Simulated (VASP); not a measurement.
**CdS: band gap by level of theory**

Symmetry: F-43m, No. 216, cubic system. The conventional cell has a = 5.833 Å, b = 5.833 Å, c = 5.833 Å, α = 90.00°, β = 90.00°, γ = 90.00°. Cd (site symmetry -43m) has 4 S at 2.53 Å as nearest neighbours. S (site symmetry -43m) has 4 Cd at 2.53 Å as nearest neighbours.

| rung | level | program and potentials | cutoff (eV) | k mesh | task | band gap (eV) | notes |
| --- | --- | --- | --- | --- | --- | --- | --- |
| LDA | LDA | VASP, LDA PAW files Cd, S, 520 eV | 520 | 8 × 8 × 8 | band structure | 0.89 | - |
| GGA | PBE | VASP, PBE PAW files Cd, S, 520 eV | 520 | 8 × 8 × 8 | band structure | 1.15 | - |
| GGA | PBE | VASP, PBE PAW files Cd_GW, S_GW, 450 eV | 450 | 8 × 8 × 8 | band structure | 1.14 | - |
| meta-GGA | r2SCAN | VASP, PBE PAW files Cd, S, 520 eV | 520 | 8 × 8 × 8 | band structure | 1.59 | potentials made for PBE |
| hybrid | HSE06 | VASP, PBE PAW files Cd, S, 520 eV | 520 | 6 × 6 × 6 | band structure | 2.19 | potentials made for PBE |
| hybrid | PBE-EpsX | VASP, PBE PAW files Cd, S, 520 eV | 520 | 6 × 6 × 6 | band structure | 2.16 | potentials made for PBE; exact-exchange share 1/ε∞ |
| hybrid | PBE0 | VASP, PBE PAW files Cd, S, 520 eV | 520 | 6 × 6 × 6 | band structure | 2.82 | potentials made for PBE |
| G0W0 | G0W0 on LDA | VASP, LDA PAW files Cd_GW, S_GW, 450 eV | 450 | 4 × 4 × 4 | G0W0 quasiparticle levels | 1.76 | coarse mesh; bands, basis or mesh of the many-body step not converged; response cutoff 100 eV, bands 121 |
| G0W0 | G0W0 on PBE | VASP, PBE PAW files Cd_GW, S_GW, 450 eV | 450 | 6 × 6 × 6 | G0W0 quasiparticle levels | 1.96 | bands, basis or mesh of the many-body step not converged; response cutoff 100 eV, bands 121 |
| G0W0 | G0W0 on PBE | VASP, PBE PAW files Cd_GW, S_GW, 450 eV | 450 | 4 × 4 × 4 | G0W0 quasiparticle levels | 1.99 | coarse mesh; bands, basis or mesh of the many-body step not converged; response cutoff 250 eV, bands 454 |
| evGW0 | evGW0 (4 iterations) on PBE | VASP, PBE PAW files Cd_GW, S_GW, 450 eV | 450 | 4 × 4 × 4 | evGW0 quasiparticle levels | 2.06 | coarse mesh; bands, basis or mesh of the many-body step not converged; response cutoff 100 eV, bands 121 |

All rows: no spin polarisation. Gaps are the least found on the k mesh or the band path, and a mesh can miss the band edges. The cell comes from a database and isn't always the measured one. Meshes differ between rows, which moves values too. All levels ran on this one cell, unrelaxed unless noted. Meshes are those of the run's cell of 2 atoms unless a note names another. Runs on faulty files, with rough fits or with known faults for this quantity aren't shown. No row holds spin-orbit coupling.

By rung: LDA 0.89; GGA 1.14 to 1.15; meta-GGA 1.59; hybrid 2.16 to 2.82; G0W0 on coarse settings 1.76 to 1.99; evGW0 on coarse settings 2.06 (eV).

The gap of CdS opens steadily from LDA (0.89 eV) through PBE to r2SCAN (1.59 eV), yet all three stay well below the measured gap. The valence band top is mainly S 3p with some antibonding Cd 4d admixture, while the conduction band minimum is largely Cd 5s. The semi-local shortfall probably combines the missing derivative discontinuity with Cd 4d levels that lie too shallow and push the S 3p states up.

Among the hybrids, the treatment of screening also matters, though it moves the gap less than adding exact exchange to PBE does. HSE06 (2.19 eV) damps exchange at long range and PBE-EpsX (2.16 eV) scales it by the dielectric constant, and both fall somewhat short of experiment. PBE0, with unscreened exchange, overshoots at 2.82 eV. The near agreement of the first two suggests similar effective screening for this gap, not equivalent functionals.

The quasiparticle corrections also open the gap, but their spread doesn't isolate the effect of the starting point or of self-consistency. Gaps alone can't show whether any level places the Cd 4d band correctly.
